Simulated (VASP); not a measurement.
Here is the system:

```yaml
crystal:
  lattice:
    - [4.39843, 0.00000, 0.00000]
    - [0.00000, 4.39843, 0.00000]
    - [0.00000, 0.00000, 2.86579]
  atoms:
    - { symbol: Mn, position: [0.00000, 0.00000, 0.00000], spin: 2.5 }
    - { symbol: Mn, position: [0.50000, 0.50000, 0.50000], spin: -2.5 }
    - { symbol: O, position: [0.30409, 0.30409, 0.00000] }
    - { symbol: O, position: [0.80409, 0.19591, 0.50000] }
    - { symbol: O, position: [0.19591, 0.80409, 0.50000] }
    - { symbol: O, position: [0.69591, 0.69591, 0.00000] }
```

Calculation: PBE GGA with D4 dispersion, VASP's PBE PAW potentials (set 64) (plane waves; VASP). Settings: 520 eV cut-off, 8×8×12 Γ-centred mesh, tetrahedra with Blöchl corrections, potentials Mn_pv O.

The cores are frozen, which limits the accuracy of field gradients.

### Question
Give the principal components of the electric field gradient (V/Å²) and the asymmetry η at each nucleus.

### Answer

```csv
atom,Vxx,Vyy,Vzz,η
Mn1,-5.5,-4.8,10.2,0.07
Mn2,-5.5,-4.8,10.2,0.07
O3,63.7,28.0,-91.7,0.39
O4,63.7,28.0,-91.7,0.39
O5,63.7,28.0,-91.7,0.39
O6,63.7,28.0,-91.7,0.39
```

The compound is MnO2 in the rutile structure. It was relaxed first.
